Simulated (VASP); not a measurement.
Given:

```xyz
4
Lattice="5.2890 0.0000 0.0000 0.0000 8.4415 0.0000 0.0000 0.0000 3.0922" Properties=species:S:1:pos:R:3 pbc="T T T"
Te     4.2573     0.9270     0.7226
Te     1.0317     7.5146     0.7226
Te     1.6128     3.2938     2.3696
Te     3.6762     5.1477     2.3696
```

These are r2SCAN meta-GGA, VASP's PBE PAW potentials (set 64) (plane waves; VASP 6.6.1) values and carry that method's errors. Numerical set-up: 400 eV cut-off, 7×4×11 Γ-centred mesh, tetrahedra with Blöchl corrections, potentials Te.

For a metal the tetrahedron method with Blöchl corrections gives inexact stress and forces. Unless said otherwise, spin-orbit coupling is left out, though it shifts the bands of the heavy elements here.

Problem. Estimate the energy per atom (σ→0), largest force, band gap (over mesh and band path) with the smallest direct gap where there is one.

Solution. 
- band gap (over mesh and band path) = none (metal, semimetal or under 0.01 eV)
- energy per atom (σ→0) = -25.309 eV/atom
- largest force = 0.239 eV/Å

The structure comes from a computed database's Te entry (P2_12_12); how it stands against other phases isn't given here. It was relaxed first.
